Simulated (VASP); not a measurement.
# Si16B (a cell with a defect) in VASP: notebook

The runs below take Si16B (a cell with a defect) through single point, with PBEsol.

Program: VASP 6.6.1. These are calculated values, not measurements. Logs are shortened: lines on timing, memory, paths and dates and some standing lists are left out, and cuts for length are marked.

### 1 The structure

The cell holds a defect, 17 atoms: a = 7.679 Å, b = 7.679 Å, c = 7.679 Å, α = 60.00°, β = 60.00°, γ = 60.00°.

The cell was built by a generator and needn't be a form met in nature.

### 2 Single point, PBEsol, collinear spin, zero start

Contents of INCAR:

```
SYSTEM = Si16B
  PREC = Accurate
  ENCUT = 520
  EDIFF = 1E-7
  ISMEAR = -1
  SIGMA = 0.05
  LREAL = Auto
  LASPH = .TRUE.
  NELM = 150
  ALGO = Normal
  ISIF = 2
  LWAVE = .FALSE.
  LCHARG = .FALSE.
  ISPIN = 2
  MAGMOM = 0 0 0 0 0 0 0 0 0 0 0 0 0 0 0 0 0
  LORBIT = 11
  GGA = PS
  NBANDS = 52
```

Contents of KPOINTS:

```
Automatic mesh
0
G
  2 2 2
  0 0 0
```

Contents of POSCAR:

```
Si16B
1.0
    0.0000000000      5.4300000000      5.4300000000
    5.4300000000      0.0000000000      5.4300000000
    5.4300000000      5.4300000000      0.0000000000
Si B
16 1
Direct
    0.0052492634      0.0020936464     -0.0028070902
    0.1281817680      0.1277974217      0.1230745856
    0.0091114180     -0.0018403315      0.4959651934
    0.1300952118      0.1234723757      0.6228497238
    0.0088751381      0.5006539595     -0.0065847145
    0.1294678637      0.6277247698      0.1188768877
    0.0105748619      0.4967669429      0.4921844383
    0.1249832413      0.6257843462      0.6210449355
    0.5000948435      0.0064548803      0.0020775322
    0.6302849908      0.1288660221      0.1238406077
    0.5025499079     -0.0018182320      0.4997941068
    0.6363204420      0.1124141805      0.6282883978
    0.5018637201      0.5047563536     -0.0061850829
    0.6360528545      0.6328202578      0.1078751381
    0.5015528545      0.4954149171      0.4908042357
    0.6366480663      0.6196697974      0.6152092081
    0.6734615101      0.7673193370      0.7632176796
```

Potentials or basis: VASP PAW PBE potentials, release 64 (Si, B).

On the command line:

```sh
$ cat potpaw_PBE.64/Si/POTCAR potpaw_PBE.64/B/POTCAR > POTCAR
$ mpirun -np 1 vasp_std > vasp.out
```

OUTCAR:

```text
SYSTEM = Si16B
   PREC = Accurate
   ENCUT = 520
   EDIFF = 1E-7
   ISMEAR = -1
   LREAL = Auto
   LASPH = .TRUE.
   NELM = 150
   ISIF = 2
   ISPIN = 2
   LORBIT = 11
   GGA = PS

 ion  position               nearest neighbor table
   1  0.005  0.002  0.997-   4 2.35   6 2.35   2 2.35  10 2.35
   2  0.128  0.128  0.123-   9 2.33   5 2.34   3 2.34   1 2.35
   3  0.009  0.998  0.496-   8 2.34   2 2.34  12 2.34   4 2.34
   4  0.130  0.123  0.623-  11 2.34   3 2.34   7 2.34   1 2.35
   5  0.009  0.501  0.993-   8 2.34   2 2.34  14 2.34   6 2.34
   6  0.129  0.628  0.119-  13 2.33   5 2.34   7 2.34   1 2.35
   7  0.011  0.497  0.492-   8 2.34   4 2.34   6 2.34  16 2.34
   8  0.125  0.626  0.621-   7 2.34   5 2.34   3 2.34  15 2.36
   9  0.500  0.006  0.002-   2 2.33  14 2.35  12 2.35  10 2.35  17 2.64
  10  0.630  0.129  0.124-   9 2.35   1 2.35  13 2.36  11 2.36
  11  0.503  0.998  0.500-   4 2.34  10 2.36  12 2.36  16 2.37  17 2.39
  12  0.636  0.112  0.628-  17 2.23   3 2.34   9 2.35  11 2.36  15 2.40
  13  0.502  0.505  0.994-   6 2.33  10 2.36  14 2.36  16 2.38  17 2.39
  14  0.636  0.633  0.108-  17 2.23   5 2.34   9 2.35  13 2.36  15 2.40
  15  0.502  0.495  0.491-   8 2.36  14 2.40  12 2.40  16 2.41
  16  0.637  0.620  0.615-  17 2.14   7 2.34  11 2.37  13 2.38  15 2.41
  17  0.673  0.767  0.763-  16 2.14  14 2.23  12 2.23  13 2.39  11 2.39   9 2.64

  LATTYP: Found a face centered cubic cell.
 ALAT       =    10.8600000000

  Lattice vectors:

 A1 = (   0.0000000000,   5.4300000000,   5.4300000000)
 A2 = (   5.4300000000,   0.0000000000,   5.4300000000)
 A3 = (   5.4300000000,   5.4300000000,   0.0000000000)

Analysis of symmetry for initial positions (statically):
=====================================================================
 Subroutine PRICEL returns:
 Original cell was already a primitive cell.

 Routine SETGRP: Setting up the symmetry group for a
 face centered cubic supercell.

 Subroutine GETGRP returns: Found  1 space group operations
 (whereof  1 operations were pure point group operations)
 out of a pool of 48 trial point group operations.

The static configuration has the point symmetry C_1 .

Analysis of symmetry for dynamics (positions and initial velocities):
=====================================================================
 Subroutine PRICEL returns:
 Original cell was already a primitive cell.

 Routine SETGRP: Setting up the symmetry group for a
 face centered cubic supercell.

 Subroutine GETGRP returns: Found  1 space group operations
 (whereof  1 operations were pure point group operations)
 out of a pool of 48 trial point group operations.

The dynamic configuration has the point symmetry C_1 .

Analysis of structural, dynamic, and magnetic symmetry:
=====================================================================
 Subroutine PRICEL returns:
 Original cell was already a primitive cell.

 Routine SETGRP: Setting up the symmetry group for a
 face centered cubic supercell.

 Subroutine GETGRP returns: Found  1 space group operations
 (whereof  1 operations were pure point group operations)
 out of a pool of 48 trial point group operations.

The overall configuration has the point symmetry C_1 .

 Subroutine INISYM returns: Found  1 space group operations
 (whereof  1 operations are pure point group operations),
 and found     1 'primitive' translations

----------------------------------------------------------------------------------------

                                     Primitive cell

  volume of cell :     320.2060

  direct lattice vectors                    reciprocal lattice vectors
     0.000000000  5.430000000  5.430000000    -0.092081031  0.092081031  0.092081031
     5.430000000  0.000000000  5.430000000     0.092081031 -0.092081031  0.092081031
     5.430000000  5.430000000  0.000000000     0.092081031  0.092081031 -0.092081031

  length of vectors
     7.679179644  7.679179644  7.679179644     0.159489025  0.159489025  0.159489025

  position of ions in fractional coordinates (direct lattice)
[... 53 lines left out ...]
  ---------------------------------------------------
  free energy    TOTEN  =       -94.36224803 eV

  energy without entropy =      -94.34069596  energy(sigma->0) =      -94.35147199

 E-fermi :   6.3208     XC(G=0):  -9.7079

 val. band max:        6.2132428172   @ k =   0.0000   0.5000   0.0000
 cond. band min:       6.4344855367   @ k =   0.0000   0.5000   0.5000
 fundamental gap:      0.2212427195
 Fermi energy:         6.3207944106

 spin component 1

 k-point     1 :       0.0000    0.0000    0.0000
  band No.  band energies     occupation
      1      -6.4057      1.00000
      2      -4.2065      1.00000
      3      -3.9506      1.00000
      4      -3.9264      1.00000
      5      -3.6514      1.00000
      6      -2.5740      1.00000
[... 373 lines left out ...]
     44       9.7378      0.00000
     45      10.1486      0.00000
 Fermi energy:         6.3207944106

 spin component 2

 k-point     1 :       0.0000    0.0000    0.0000
  band No.  band energies     occupation
      1      -6.4057      1.00000
      2      -4.2065      1.00000
      3      -3.9506      1.00000
      4      -3.9264      1.00000
      5      -3.6514      1.00000
      6      -2.5740      1.00000
[... 373 lines left out ...]
     44       9.7378      0.00000
     45      10.1486      0.00000
 [bands above 45 left out]

------------------------ aborting loop because EDIFF is reached ----------------------------------------

  FORCE on cell =-STRESS in cart. coord.  units (eV):
  Direction    XX          YY          ZZ          XY          YZ          ZX
  --------------------------------------------------------------------------------------
  -------------------------------------------------------------------------------------
  Total        2.5512852      2.4738809      2.4702906     -0.6216568      0.9013718     -0.6214678
  in kB       12.7655671     12.3782681     12.3603037     -3.1105113      4.5100883     -3.1095658
  external PRESSURE =      12.5013796 kB  Pullay stress =       0.0000000 kB

 VOLUME and BASIS-vectors are now :
 -----------------------------------------------------------------------------
  energy-cutoff  :      520.00
  volume of cell :      320.21
      direct lattice vectors                 reciprocal lattice vectors
     0.000000000  5.430000000  5.430000000    -0.092081031  0.092081031  0.092081031
     5.430000000  0.000000000  5.430000000     0.092081031 -0.092081031  0.092081031
     5.430000000  5.430000000  0.000000000     0.092081031  0.092081031 -0.092081031

 POSITION                                       TOTAL-FORCE (eV/Angst)
 -----------------------------------------------------------------------------------
      5.42613      5.44326      0.03987         0.006673      0.005063      0.004719
      1.36223      1.36432      1.38997        -0.000387      0.000259     -0.004650
      8.11310      2.74257      5.46948        -0.006874     -0.003472     -0.002080
      4.05253      4.08849      1.37687         0.001212     -0.001009     -0.013265
      8.11280      5.44244      2.76674        -0.007409     -0.001491     -0.005399
      4.05405      1.34851      4.11156         0.006288     -0.010523      0.000407
[... 9 lines left out ...]
      6.70539      6.79758      6.82181        -0.012587      0.003015      0.003671
      8.31082      7.80117      7.82344        -0.028666     -0.021998     -0.012763
 -----------------------------------------------------------------------------------
    total drift:                               -0.001309      0.006894      0.001600

  FREE ENERGIE OF THE ION-ELECTRON SYSTEM (eV)
  ---------------------------------------------------
  free  energy   TOTEN  =       -94.3622480254 eV

  energy  without entropy=      -94.3406959609  energy(sigma->0) =      -94.35147199

 total charge

# of ion       s       p       d       tot
------------------------------------------
    1        0.740   0.957   0.000   1.698
    2        0.740   0.960   0.000   1.699
    3        0.747   0.947   0.000   1.695
    4        0.742   0.956   0.000   1.698
    5        0.747   0.947   0.000   1.695
    6        0.742   0.956   0.000   1.698
[... 9 lines left out ...]
   16        0.743   0.936   0.000   1.679
   17        0.789   0.836   0.000   1.625
--------------------------------------------------
tot         12.771  15.844   0.000  28.615

 magnetization (x)

# of ion       s       p       d       tot
------------------------------------------
    1       -0.000   0.000   0.000   0.000
    2       -0.000  -0.000   0.000  -0.000
    3        0.000   0.000   0.000   0.000
    4        0.000  -0.000   0.000  -0.000
    5        0.000   0.000   0.000   0.000
    6        0.000   0.000   0.000   0.000
[... 9 lines left out ...]
   16        0.000   0.000   0.000   0.000
   17        0.000   0.000   0.000   0.000
--------------------------------------------------
tot          0.000   0.000   0.000   0.000
```

It took 5.6 min on 1 thread of AMD EPYC 9R14 (Zen 4), shared host; peak memory 0.66 GiB.

Results:

| Property | Result |
| --- | --- |
| Free energy | -94.3622 eV |
| Pressure | 1.3 GPa |
| Largest force | 0.038 eV/Å |
| Band gap on the k mesh | none (metal or under the smearing width) |
| Net moment | 0.00 μB per cell |
| Valence electrons inside the program's atomic spheres | Si 1.70, 1.69, 1.68, 1.67; B 1.62 |

Forces in eV/Å, atoms in the order of the input:
```
Si   0.007  0.005  0.005
Si   0.000  0.000 -0.005
Si  -0.007 -0.003 -0.002
Si   0.001 -0.001 -0.013
Si  -0.007 -0.001 -0.005
Si   0.006 -0.011  0.000
Si   0.006  0.006  0.007
Si   0.004  0.004  0.006
Si   0.004 -0.009  0.004
Si  -0.013  0.012  0.003
Si   0.014 -0.011  0.006
Si   0.008  0.020  0.004
Si  -0.001  0.000 -0.010
Si   0.013  0.017  0.028
Si   0.007 -0.009 -0.019
Si  -0.013  0.003  0.004
B   -0.029 -0.022 -0.013
```

Levels at points of the mesh, in eV from the Fermi level:
Spin up:
| k point | band 31 | band 32 | band 33 | band 34 | band 35 | band 36 |
| --- | --- | --- | --- | --- | --- | --- |
| (0.00, 0.00, 0.00) | -0.87 | -0.43 | -0.37 | -0.23 | 0.19 | 0.22 |
| (0.50, 0.00, 0.00) | -1.17 | -1.11 | -1.10 | 0.18 | 0.88 | 1.06 |
| (0.00, 0.50, 0.00) | -1.18 | -1.11 | -1.00 | -0.11 | 0.38 | 1.04 |
| (0.00, 0.00, 0.50) | -1.18 | -1.11 | -1.00 | -0.11 | 0.38 | 1.04 |
| (0.50, 0.50, 0.50) | -1.21 | -1.07 | -0.92 | -0.22 | 0.40 | 1.03 |
| (0.50, 0.50, 0.00) | -1.69 | -1.66 | -0.59 | 0.17 | 0.67 | 1.22 |
| (0.00, 0.50, 0.50) | -1.71 | -1.66 | -0.60 | 0.11 | 0.66 | 1.26 |
| (0.50, 0.00, 0.50) | -1.69 | -1.66 | -0.59 | 0.17 | 0.67 | 1.22 |
Spin down:
```csv
k point,band 30,band 31,band 32,band 33,band 34,band 35,band 36,band 37
"(0.00, 0.00, 0.00)",-1.48,-0.87,-0.43,-0.37,-0.23,0.19,0.22,0.28
"(0.50, 0.00, 0.00)",-1.22,-1.17,-1.11,-1.10,0.18,0.88,1.06,1.07
"(0.00, 0.50, 0.00)",-1.22,-1.18,-1.11,-1.00,-0.11,0.38,1.04,1.07
"(0.00, 0.00, 0.50)",-1.22,-1.18,-1.11,-1.00,-0.11,0.38,1.04,1.07
"(0.50, 0.50, 0.50)",-1.26,-1.21,-1.07,-0.92,-0.22,0.40,1.03,1.10
"(0.50, 0.50, 0.00)",-1.79,-1.69,-1.66,-0.59,0.17,0.67,1.22,1.35
"(0.00, 0.50, 0.50)",-1.72,-1.71,-1.66,-0.60,0.11,0.66,1.26,1.40
"(0.50, 0.00, 0.50)",-1.79,-1.69,-1.66,-0.59,0.17,0.67,1.22,1.35
```

Caveat: the k mesh is coarse (spacing up to 0.50 Å⁻¹), so the values aren't converged; the PAW data sets were made with another functional, which shifts forces and pressure a little.

(Part 1 of 2 ends here.)
